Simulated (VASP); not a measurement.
# Cl on Cu(100): which site?, part 7 of 7

Which site of Cu(100) does Cl prefer, and what does it do to the work function?

VASP 6.6.1, plane waves and PAW; the level of theory is named at each step.

So far. Step 10 (Potential and states with the adsorbate, site hollow): At the end the adsorbate's closest contact with the slab is Cl-Cu at 2.43 Å, 1.80 Å to the side of the slab's atom, and its lowest atom lies 1.63 Å above the highest atom of the slab. Step 11 (Relaxing the adsorbate, site bridge): The run ended after 19 ionic steps, 1.613 eV below its first step, once the forces on the free atoms met EDIFFG = -0.03.

## 12. Potential and states with the adsorbate, site bridge

Level of this step: PBEsol, no spin polarisation; plane waves and PAW (Cu, Cl) (VASP).

INCAR reads:

```
SYSTEM = Cu16Cl
PREC = Normal
ENCUT = 330
EDIFF = 1E-06
NELM = 120
ISMEAR = 1
SIGMA = 0.15
LREAL = Auto
ALGO = Fast
GGA = PS
NBANDS = 113
LASPH = .TRUE.
LORBIT = 11
LWAVE = .FALSE.
LCHARG = .FALSE.
KPAR = 2
NCORE = 2
IDIPOL = 3
LDIPOL = .TRUE.
DIPOL = 0.5 0.5 0.513
LVHAR = .TRUE.
LVACPOTAV = .TRUE.
NEDOS = 1500
```

POSCAR reads:

```
Cu16Cl
1.0
    5.0400546950      0.0000000000      0.0000000000
    0.0000000000      5.0400546950      0.0000000000
    0.0000000000      0.0000000000     20.3457852786
Cu Cl
16 1
Selective dynamics
Direct
    0.2500000000      0.2500000000      0.3686267200  F F F
    0.7500000000      0.2500000000      0.3686267200  F F F
    0.2500000000      0.7500000000      0.3686267200  F F F
    0.7500000000      0.7500000000      0.3686267200  F F F
    0.0000000000      0.0000000000      0.4562089100  F F F
    0.5000000000      0.0000000000      0.4562089100  F F F
    0.0000000000      0.5000000000      0.4562089100  F F F
    0.5000000000      0.5000000000      0.4562089100  F F F
    0.2500000000      0.2489584765      0.5446556288  T T T
    0.7500000000      0.2453405634      0.5453719550  T T T
    0.2500000000      0.7510415235      0.5446556288  T T T
    0.7500000000      0.7546594366      0.5453719550  T T T
    0.9942025853      0.0000000000      0.6342097094  T T T
    0.5057974147      0.0000000000      0.6342097094  T T T
    0.9979615464      0.5000000000      0.6286234345  T T T
    0.5020384536      0.5000000000      0.6286234345  T T T
    0.2500000000      0.0000000000      0.7243720570  T T T
```

KPOINTS reads:

```
Automatic mesh
0
Gamma
5 5 1
0 0 0
```

Potentials, in the order of the species: Cu and Cl (PBE family, release 64).

Started as:

```sh
$ mpirun -np 4 vasp_std
```

Log:

```text
[... set-up lines as in an earlier step ...]
 entering main loop
       N       E                     dE             d eps       ncg     rms          rms(c)
DAV:   1     0.157282316488E+04    0.15728E+04   -0.59835E+04  2034   0.149E+03
DAV:   2     0.135206154692E+03   -0.14376E+04   -0.13860E+04  2034   0.385E+02
DAV:   3    -0.646750866427E+02   -0.19988E+03   -0.18563E+03  2290   0.191E+02
DAV:   4    -0.822902359860E+02   -0.17615E+02   -0.16993E+02  2828   0.613E+01
[...]
RMM:  27    -0.672055900108E+02   -0.41303E-05   -0.40970E-07  1378   0.422E-03    0.115E-03
RMM:  28    -0.672055923647E+02   -0.23539E-05   -0.23884E-07  1388   0.241E-03    0.643E-04
RMM:  29    -0.672055928332E+02   -0.46853E-06   -0.10166E-07  1308   0.202E-03
 [... a notice as in an earlier step ...]

   1 F= -.67205593E+02 E0= -.67203741E+02  d E =-.555537E-02
 [... a notice as in an earlier step ...]
```

It took 41 s on 4 MPI ranks of Intel Xeon 6975P-C (Granite Rapids), shared host; peak memory 0.85 GiB; 2.6 min of CPU time.

From OUTCAR (step 12):

```text
  Total       -5.0422122     -5.5363586     -1.4182649      0.0000000      0.0000000      0.0000000
  in kB      -15.6309994    -17.1628672     -4.3966609      0.0000000      0.0000000      0.0000000
  external PRESSURE =     -12.3968425 kB  Pullay stress =       0.0000000 kB

 POSITION                                       TOTAL-FORCE (eV/Angst)
 -----------------------------------------------------------------------------------
      1.26001      1.26001      7.50000        -0.000000      0.015720      0.187126
      3.78004      1.26001      7.50000        -0.000000      0.020918      0.189855
      1.26001      3.78004      7.50000        -0.000000     -0.015720      0.187126
      3.78004      3.78004      7.50000        -0.000000     -0.020918      0.189855
      0.00000      0.00000      9.28193         0.066850      0.000000     -0.219454
      2.52003      0.00000      9.28193        -0.066850      0.000000     -0.219454
      0.00000      2.52003      9.28193        -0.131583      0.000000     -0.174809
      2.52003      2.52003      9.28193         0.131583      0.000000     -0.174809
      1.26001      1.25476     11.08145        -0.000000      0.004341     -0.016599
      3.78004      1.23653     11.09602        -0.000000     -0.017993      0.024619
      1.26001      3.78529     11.08145        -0.000000     -0.004341     -0.016599
      3.78004      3.80352     11.09602        -0.000000      0.017993      0.024619
      5.01084      0.00000     12.90349        -0.003281      0.000000      0.012206
      2.54925      0.00000     12.90349         0.003281      0.000000      0.012206
[...]
-----------------------------------------------------------------------------------
    total drift:                                0.000000      0.000000     -0.296865

  FREE ENERGIE OF THE ION-ELECTRON SYSTEM (eV)
  ---------------------------------------------------
  free  energy   TOTEN  =       -67.2055928332 eV

  energy  without entropy=      -67.2000374613  energy(sigma->0) =      -67.20374104

[... 2 parts as in an earlier step ...]

[... 1 further part left out ...]
[key lines of the parts left out:]
E-fermi :  -0.0493
```

Zero at the Fermi level. Planar average of the electrostatic potential against height:

| height (Å) | planar average of the electrostatic potential (eV) |
| --- | --- |
| 0.0 | 5.27 |
| 0.5 | 4.70 |
| 1.0 | 4.62 |
| 1.5 | 4.62 |
| 2.0 | 4.62 |
| 2.5 | 4.62 |
| 3.0 | 4.62 |
| 3.5 | 4.62 |
| 4.0 | 4.62 |
| 4.5 | 4.61 |
| 5.0 | 4.57 |
| 5.5 | 4.41 |
| 6.0 | 3.86 |
| 6.5 | 1.94 |
| 7.0 | -6.73 |
| 7.5 | -12.7 |
| 8.0 | -7.10 |
| 8.5 | -2.49 |
| 9.0 | -11.0 |
| 9.5 | -11.8 |
| 10.0 | -3.35 |
| 10.5 | -5.61 |
| 11.0 | -12.7 |
| 11.5 | -8.93 |
| 12.0 | -2.20 |
| 12.5 | -9.82 |
| 13.0 | -12.2 |
| 13.5 | -3.81 |
| 14.0 | 1.59 |
| 14.5 | -0.952 |
| 15.0 | -0.267 |
| 15.5 | 4.00 |
| 16.0 | 5.13 |
| 16.5 | 5.33 |
| 17.0 | 5.37 |
| 17.5 | 5.38 |
| 18.0 | 5.38 |
| 18.5 | 5.38 |
| 19.0 | 5.38 |
| 19.5 | 5.38 |
| 20.0 | 5.38 |

The map of layer states is cut here 0.5 eV above the Fermi level, so it leaves out the states above that.

At the end the adsorbate's closest contact with the slab is Cl-Cu at 2.24 Å, 1.29 Å to the side of the slab's atom, and its lowest atom lies 1.83 Å above the highest atom of the slab.

VASP counts the dipole in electrons times Å, so a positive number points the physical dipole along −c.

The program warns that it found no field-free vacuum at its default tolerance, so these levels carry more doubt.

On this mesh the fine structure of the density of states is sampling noise, and high empty states may be cut by the number of bands.

## 13. The sites side by side

This step: adsorption sites, PBEsol; plane waves and PAW (VASP 6.6.1).

Derived from the runs above.

The site's symmetry is kept, so a site may be a saddle point. All sites:

| site | adsorption energy (eV) | height over the top layer (Å) | shortest distance to the metal (Å) | bond in the molecule (Å) | change of the work function (eV) | sideways move (Å) |
| --- | --- | --- | --- | --- | --- | --- |
| ontop | -1.574 | 2.153 | 2.122 | - | 1.373 | 0 |
| hollow | -2.125 | 1.631 | 2.426 | - | 0.1409 | 0 |
| bridge | -2.002 | 1.891 | 2.242 | - | 0.6853 | 0 |

Each adsorption energy is the energy with the adsorbate less the clean slab (-63.290 eV) and the reference (-1.912 eV, half of Cl2).

## 14. Results

```yaml
ontop_start: -1.57 eV
hollow_start: -2.13 eV
bridge_start: -2.00 eV
```

Among the starts that kept their site, Cl is lowest at the hollow site of Cu(100), at -2.13 eV against half of Cl2; bridge lies 0.12 eV higher and ontop lies 0.55 eV higher. At that site the work function rises by 0.14 eV from 4.69 eV. The bare lower face moves by -0.05 eV too, a measure of how thin the slab is. Symmetry was kept, so any start that stayed on its site may sit on a saddle point. The slab is thin, and zero-point and thermal parts are left out.

[Lines on the potential files, build, host, timing and source positions are cut from VASP's logs without a mark.]

[Logs are printed without paths, hosts, clocks, repeated set-up lines and the standing remarks that a program may print on its own settings, such as how far it seeks lower states.]

[Hosts, paths, dates, database ids (printed as entryN), source tags and the programs' standing remarks are cut or masked in the printed files.]

[Runs that stopped without an error message from VASP are left out.]
